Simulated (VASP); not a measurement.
```yaml
crystal:
  lattice:
    - [1.37066, -2.37405, 0.00000]
    - [1.37066, 2.37405, 0.00000]
    - [0.00000, 0.00000, 4.31688]
  atoms:
    - { symbol: Os, position: [0.33333, 0.66667, 0.25000] }
    - { symbol: Os, position: [0.66667, 0.33333, 0.75000] }
```

The numbers are results of r2SCAN meta-GGA, VASP's PBE PAW potentials (set 64) (plane waves; VASP), not measurements. Run with 400 eV cut-off, 14×14×8 Γ-centred mesh, first-order Methfessel-Paxton smearing of 0.10 eV, potentials Os.

Unless said otherwise, spin-orbit coupling is left out, though it shifts the bands of the heavy elements here.

Task: Predict the energy per atom (σ→0), band gap (on the k-mesh) with the smallest direct gap where there is one.

Result: 
```
Quantity                                                     Value
------------------------  ----------------------------------------
band gap (on the k-mesh)  none (metal, semimetal or under 0.01 eV)
energy per atom (σ→0)                              -53.000 eV/atom
```

The absolute energy has meaning only against runs of the same code, potentials and settings.

The compound is Os in the hcp structure. It was relaxed first. The start is the result of an earlier pass.
